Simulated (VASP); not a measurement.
Output of a VASP run:

File OUTCAR:
```
 ion  position               nearest neighbor table
   1  0.500  0.500  0.500-   2 2.21   2 2.21   2 2.21   2 2.21   2 2.21   2 2.21
   2  0.000  0.000  0.000-   1 2.21   1 2.21   1 2.21   1 2.21   1 2.21   1 2.21
  LATTYP: Found a face centered cubic cell.
 ALAT       =     4.4226500000
 Subroutine PRICEL returns:
 Original cell was already a primitive cell.
 Subroutine GETGRP returns: Found 48 space group operations
The static configuration has the point symmetry O_h .
The dynamic configuration has the point symmetry O_h .
 Subroutine INISYM returns: Found 48 space group operations
 Subroutine IBZKPT returns following result:
 Found     35 irreducible k-points:

 Following reciprocal coordinates:
            Coordinates               Weight
  0.000000  0.000000  0.000000      1.000000
  0.111111  0.000000  0.000000      8.000000
  0.222222  0.000000  0.000000      8.000000
  0.333333  0.000000  0.000000      8.000000
  0.444444  0.000000  0.000000      8.000000
  0.111111  0.111111  0.000000      6.000000
  0.222222  0.111111  0.000000     24.000000
  0.333333  0.111111  0.000000     24.000000
  0.444444  0.111111  0.000000     24.000000
 -0.444444  0.111111  0.000000     24.000000
 -0.333333  0.111111  0.000000     24.000000
 -0.222222  0.111111  0.000000     24.000000
 -0.111111  0.111111  0.000000     12.000000
  0.222222  0.222222  0.000000      6.000000
  0.333333  0.222222  0.000000     24.000000
  0.444444  0.222222  0.000000     24.000000
 -0.444444  0.222222  0.000000     24.000000
 -0.333333  0.222222  0.000000     24.000000
 -0.222222  0.222222  0.000000     12.000000
  0.333333  0.333333  0.000000      6.000000
  0.444444  0.333333  0.000000     24.000000
 -0.444444  0.333333  0.000000     24.000000
 -0.333333  0.333333  0.000000     12.000000
  0.444444  0.444444  0.000000      6.000000
 -0.444444  0.444444  0.000000     12.000000
  0.333333  0.222222  0.111111     24.000000
  0.444444  0.222222  0.111111     48.000000
 -0.444444  0.222222  0.111111     48.000000
  0.444444  0.333333  0.111111     24.000000
 -0.444444  0.333333  0.111111     48.000000
 -0.333333  0.333333  0.111111     48.000000
 -0.222222  0.333333  0.111111     24.000000
 -0.444444  0.444444  0.111111     24.000000
 -0.333333  0.444444  0.111111     24.000000
 -0.333333  0.444444  0.222222     24.000000
   k-points           NKPTS =     35   k-points in BZ     NKDIM =     35   number of bands    NBANDS=     12
   number of dos      NEDOS =    301   number of ions     NIONS =      2
   total plane-waves  NPLWV =   8000
   dimension x,y,z NGX =    20 NGY =   20 NGZ =   20
   dimension x,y,z NGXF=    40 NGYF=   40 NGZF=   40
   ions per type =               1   1
   PREC   = accura    normal or accurate (medium, high low for compatibility)
   ISTART =      0    job   : 0-new  1-cont  2-samecut
   ICHARG =      2    charge: 1-file 2-atom 10-const
   ISPIN  =      1    spin polarized calculation?
   LNONCOLLINEAR =      F non collinear calculations
   LSORBIT =      F    spin-orbit coupling
   INIWAV =      1    electr: 0-lowe 1-rand  2-diag
   ENCUT  =  400.0 eV  29.40 Ry    5.42 a.u.   5.10  5.10  5.10*2*pi/ulx,y,z
   NELM   =    100;   NELMIN=  2; NELMDL= -5     # of ELM steps
   EDIFF  = 0.1E-05   stopping-criterion for ELM
   LREAL  =      F    real-space projection
   NLSPLINE    = F    spline interpolate recip. space projectors
   LMAXMIX     =    6 max onsite mixed and CHGCAR
   VOSKOWN=      0    Vosko Wilk Nusair interpolation
   EDIFFG = 0.1E-04   stopping-criterion for IOM
   NSW    =      0    number of steps for IOM
   NBLOCK =      1;   KBLOCK =      1    inner block; outer block
   IBRION =     -1    ionic relax: 0-MD 1-quasi-New 2-CG
   NFREE  =      0    steps in history (QN), initial steepest desc. (CG)
   ISIF   =      2    stress and relaxation
   ISYM   =      2    0-nonsym 1-usesym 2-fastsym
   TEIN   =    0.0    initial temperature
   TEBEG  =    0.0;   TEEND  =   0.0 temperature during run
...
```

OSZICAR:
```
       N       E                     dE             d eps       ncg     rms          rms(c)
DAV:   1     0.714506514243E+02    0.71451E+02   -0.80221E+03   840   0.115E+03
DAV:   2    -0.219463596960E+02   -0.93397E+02   -0.88864E+02   964   0.296E+02
DAV:   3    -0.248056962417E+02   -0.28593E+01   -0.27434E+01  1028   0.477E+01
DAV:   4    -0.248392256244E+02   -0.33529E-01   -0.33329E-01   976   0.480E+00
DAV:   5    -0.248396066181E+02   -0.38099E-03   -0.38080E-03  1076   0.414E-01    0.239E+01
DAV:   6    -0.219643783203E+02    0.28752E+01   -0.12285E+01   964   0.320E+01    0.102E+01
DAV:   7    -0.218719627930E+02    0.92416E-01   -0.47318E-01   908   0.628E+00    0.680E+00
DAV:   8    -0.218445447350E+02    0.27418E-01   -0.13900E-01  1008   0.355E+00    0.106E+00
DAV:   9    -0.218397091656E+02    0.48356E-02   -0.23848E-02   944   0.120E+00    0.320E-01
DAV:  10    -0.218395689252E+02    0.14024E-03   -0.21095E-03   964   0.464E-01    0.854E-02
DAV:  11    -0.218394880509E+02    0.80874E-04   -0.24177E-04   948   0.137E-01    0.168E-02
DAV:  12    -0.218394880810E+02   -0.30073E-07   -0.99743E-06   932   0.301E-02
   1 F= -.21839488E+02 E0= -.21830400E+02  d E =-.181753E-01
```

File OUTCAR:
```
------------------------ aborting loop because EDIFF is reached ----------------------------------------
  FORCE on cell =-STRESS in cart. coord.  units (eV):
  Direction    XX          YY          ZZ          XY          YZ          ZX
  --------------------------------------------------------------------------------------
  Total       -0.5049624     -0.5049624     -0.5049624     -0.0000000     -0.0000000      0.0000000
  in kB      -37.4095001    -37.4095001    -37.4095001     -0.0000000     -0.0000000      0.0000000
  external PRESSURE =     -37.4095001 kB  Pullay stress =       0.0000000 kB
  volume of cell :       21.63
      direct lattice vectors                 reciprocal lattice vectors
     0.000000000  2.211325000  2.211325000    -0.226108781  0.226108781  0.226108781
     2.211325000  0.000000000  2.211325000     0.226108781 -0.226108781  0.226108781
     2.211325000  2.211325000  0.000000000     0.226108781  0.226108781 -0.226108781
 POSITION                                       TOTAL-FORCE (eV/Angst)
 -----------------------------------------------------------------------------------
      2.21132      2.21132      2.21132        -0.000000     -0.000000     -0.000000
      0.00000      0.00000      0.00000         0.000000      0.000000      0.000000
 -----------------------------------------------------------------------------------
    total drift:                                0.000000      0.000000      0.000000
  FREE ENERGIE OF THE ION-ELECTRON SYSTEM (eV)
  ---------------------------------------------------
  free  energy   TOTEN  =       -21.8394880810 eV

  energy  without entropy=      -21.8213127580  energy(sigma->0) =      -21.83040042
```
(Selected blocks of OUTCAR.)

**POSCAR**
```
TaN
1
    0.0000000000     2.2113250000     2.2113250000
    2.2113250000     0.0000000000     2.2113250000
    2.2113250000     2.2113250000     0.0000000000
Ta N
1 1
Direct
  0.5000000000   0.5000000000   0.5000000000
  0.0000000000   0.0000000000   0.0000000000
```

Task: Reconstruct the remaining input files.

Result: This is not unique; one that fits is the input of the run itself, PBE GGA, plane waves, VASP's PBE PAW potentials (set 64).

KPOINTS:
```
Automatic mesh
0
Gamma
9 9 9
0 0 0
```

**INCAR**
```
# general
SYSTEM   =  TaN
PREC     =  Accurate
ENCUT    =  400
LREAL    =  .FALSE.
LASPH    =  .TRUE.

# electronic loop
EDIFF    =  1E-6
NELM     =  100
ALGO     =  Normal
LMAXMIX  =  6

# smearing
ISMEAR   =  0
SIGMA    =  0.2

# functional
GGA      =  PE

# ions
ISIF     =  2

# output
LWAVE    =  .FALSE.
LCHARG   =  .FALSE.
```

POTCAR, in this order: Ta_pv N (PBE.64 set). Program: vasp_std.

At this cut-off the stress carries a Pulay error, which pulls relaxed volumes low.

The structure comes from a computed database's TaN entry; how it stands against other phases isn't given here. The cell was not relaxed at this level.
